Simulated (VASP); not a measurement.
Consider the following.

```
MgTb2
1.0
   -1.73919     1.73919     6.86211
    1.73919    -1.73919     6.86211
    1.73919     1.73919    -6.86211
Tb Mg
2 1
Direct
  0.66349   0.66349   0.00000
  0.33651   0.33651   0.00000
  0.00000   0.00000   0.00000
```

Level of theory: PBEsol GGA, VASP's PBE PAW potentials (set 64) (plane waves; VASP 6.6.1). Numerical set-up: 400 eV cut-off, Gaussian smearing of 0.050 eV, potentials Tb_3 Mg.

The 4f electrons are frozen in the core of the lanthanide potential, so 4f levels, which can set the real gap, and their magnetism are missing.

Question: Give the energies of bands 7 to 13 at the high-symmetry points, in eV from the Fermi level.

Answer: 
```
band      Γ      X      P      N      M      S      R
----  -----  -----  -----  -----  -----  -----  -----
7     -5.54  -1.96  -1.91  -2.55  -4.71  -2.89  -1.91
8     -2.52  -1.55  -1.62  -2.38  -4.13  -1.78  -1.52
9     -1.55  -1.08  -0.85  -1.24  -1.36  -1.55  -1.05
10    -0.64  -0.24  -0.85  -0.22  -0.74   0.16  -0.43
11     0.83  -0.15   0.82   0.64   1.06   0.19  -0.24
12     1.85   1.22   0.82   1.25   2.38   1.00   1.49
13     2.73   1.85   1.44   1.27   2.38   1.51   1.82
```

It has no gap at this level: it comes out as a metal or semimetal.

The structure comes from a computed database's Tb2Mg entry (I4/mmm); how it stands against other phases isn't given here. It was relaxed first, which changed the volume by -6 %.
